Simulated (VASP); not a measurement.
The input files of a VASP run:

### KPOINTS
```
Automatic mesh
0
Gamma
8 8 5
0 0 0
```

File POSCAR:
```
PbI2
1
    4.7266230000     0.0000000000     0.0000000000
   -2.3633120000     4.0933760000     0.0000000000
    0.0000000000     0.0000000000     7.4362790000
Pb I
1 2
Direct
  0.0000000000   0.0000000000   0.0000000000
  0.6666670000   0.3333330000   0.7409500000
  0.3333330000   0.6666670000   0.2590500000
```

**INCAR**
```
SYSTEM  =  PbI2
PREC  =  Accurate
GGA  =  PS
ENCUT  =  270   # plane-wave cut-off (eV)
ISIF  =  2   # forces and stress, cell fixed
ISMEAR  =  -1   # Fermi-Dirac
LMAXMIX  =  4   # l cut-off of mixed one-centre charges
ALGO  =  Normal
SIGMA  =  0.05
LCHARG  =  .FALSE.
NELM  =  100   # most electronic steps
EDIFF  =  1E-6   # SCF stop (eV)
LREAL  =  .FALSE.   # projection in real space or not
LWAVE  =  .FALSE.
LASPH  =  .TRUE.   # aspherical one-centre terms
```

POTCAR, in this order: Pb_d I (PBE.64 set). Program: vasp_std.

Question: Translate this PBEsol calculation to Ansatz.

Answer: One equivalent input (not run):
Ansatz 0.2 input:
```yaml
crystal:
  lattice:
    - [4.7266230, 0.0000000, 0.0000000]
    - [-2.3633120, 4.0933760, 0.0000000]
    - [0.0000000, 0.0000000, 7.4362790]
  atoms:
    - { symbol: Pb, position: [0.0000000, 0.0000000, 0.0000000] }
    - { symbol: I, position: [0.6666670, 0.3333330, 0.7409500] }
    - { symbol: I, position: [0.3333330, 0.6666670, 0.2590500] }
kpoints:
  mp_grid: { grid: [8, 8, 5] }
hamiltonian:
  xc: pbesol
  pseudopotentials: { kind: paw }
scf:
  occupations: { method: fermi_dirac, width: 0.05 }
  max_iter: 100
output: { forces: true, stress: true, eigenvalues: true }
```
What does not carry over: each code has its own PAW files, so the cut-off isn't converted (ENCUT is set for VASP's; basis.ecutwfc is left out, and Ansatz then takes the one that its files recommend); Ansatz stops its SCF on the density residual and VASP on the energy change (EDIFF).

The structure comes from a computed database's PbI2 entry; how it stands against other phases isn't given here. The cell was not relaxed at this level. The run is one of a series of settings (ENCUT = 270 against the base run), some of them coarse on purpose.
